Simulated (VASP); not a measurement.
Zr (hcp) relaxed at rising pressure, in one space group throughout; other phases were not tried. The pressures are those reached. All values below come from LDA (Ceperley-Alder, Perdew-Zunger), VASP's LDA PAW potentials (set 64) (plane waves; VASP 6.6.1).

| P (GPa) | V (Å³/atom) | k-mesh |
|---|---|---|
| 0.00 | 21.809 | 13×13×7 |
| 4.94 | 20.845 | 14×14×7 |
| 10.07 | 20.010 | 14×14×7 |
| 20.03 | 18.642 | 14×14×8 |
| 29.99 | 17.560 | 15×15×8 |

A change of mesh leaves a small step in the series.

### Question
Fit an equation of state and predict the volume at 45.04 GPa.

### Answer
Least squares on the third-order Birch-Murnaghan form, P = (3B0/2)(y⁷ − y⁵)[1 + (3/4)(B′ − 4)(y² − 1)] with y = (V0/V)^(1/3), gives V0 = 21.810 Å³/atom, B0 = 103 GPa and B′ = 2.9, and so 16.230 Å³/atom. The run gave 16.336 Å³/atom, +0.7 % from the fit.

Pressures at which the relaxation failed are left out.

The compound is Zr in the hcp structure.
